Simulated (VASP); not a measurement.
An input for Quantum ESPRESSO's pw.x (written as the equivalent of a VASP run, and not itself run):

```
&CONTROL
  calculation = 'vc-relax'
  pseudo_dir = './pseudo'
  outdir = './out'
  tprnfor = .true.
  tstress = .true.
  nstep = 60
  forc_conv_thr = 0.00078
/
&SYSTEM
  ibrav = 0
  nat = 4
  ntyp = 2
  ecutwfc = 98
  occupations = 'smearing'
  smearing = 'methfessel-paxton'
  degauss = 0.00735
  input_dft = 'rpbe'
/
&ELECTRONS
  conv_thr = 7.3e-08
  electron_maxstep = 100
/
&IONS
/
&CELL
/
ATOMIC_SPECIES
  Si 28.085 Si.upf
  Ni 58.693 Ni.upf
CELL_PARAMETERS angstrom
     3.5335826    0.0000000    0.0000000
     0.0000000    3.5335826    0.0000000
     0.0000000   -0.0000000    3.5335826
ATOMIC_POSITIONS crystal
  Si   0.0000000  0.0000000  0.0000000
  Ni   0.0000000  0.5000000  0.5000000
  Ni   0.5000000  0.0000000  0.5000000
  Ni   0.5000000  0.5000000  0.0000000
K_POINTS automatic
  8 8 8 0 0 0
```

Problem. Write the VASP files for the same calculation (RPBE).

Solution. This is not unique; one that fits is 
**INCAR**
```
! general
SYSTEM  = Ni3Si
PREC    = Accurate
ENCUT   = 520   ! plane-wave cut-off (eV)
LREAL   = .FALSE.   ! projection in real space or not
LASPH   = .TRUE.   ! aspherical one-centre terms

! electronic loop
EDIFF   = 1E-6   ! SCF stop (eV)
NELM    = 100   ! most electronic steps
ALGO    = Normal   ! blocked Davidson
LMAXMIX = 4

! smearing
ISMEAR  = 1   ! Methfessel-Paxton
SIGMA   = 0.1   ! width (eV)

! functional
GGA     = RP   ! RPBE

! ions
IBRION  = 2   ! conjugate gradients
NSW     = 60
ISIF    = 3
EDIFFG  = -0.02

! output
LWAVE   = .FALSE.
LCHARG  = .FALSE.
```

File KPOINTS:
```
Automatic mesh
0
Gamma
8 8 8
0 0 0
```

File POSCAR:
```
Ni3Si
1
    3.5335826190     0.0000000000     0.0000000000
    0.0000000000     3.5335826190     0.0000000000
    0.0000000000    -0.0000000000     3.5335826190
Si Ni
1 3
Direct
  0.0000000000   0.0000000000   0.0000000000
  0.0000000000   0.5000000000   0.5000000000
  0.5000000000   0.0000000000   0.5000000000
  0.5000000000   0.5000000000   0.0000000000
```

POTCAR, in this order: Si Ni (PBE.64 set). Program: vasp_std.

What does not carry over: the potentials are each code's own (VASP's PAW set, PseudoDojo norm-conserving files in pw.x), so ENCUT and ecutwfc are chosen apart and not converted; conv_thr bounds pw.x's estimated SCF error, while EDIFF bounds the energy change between steps; forc_conv_thr acts on force components and is met together with etot_conv_thr.

The compound is Ni3Si in the L1_2 structure. It was relaxed first. The start is the result of an earlier pass.
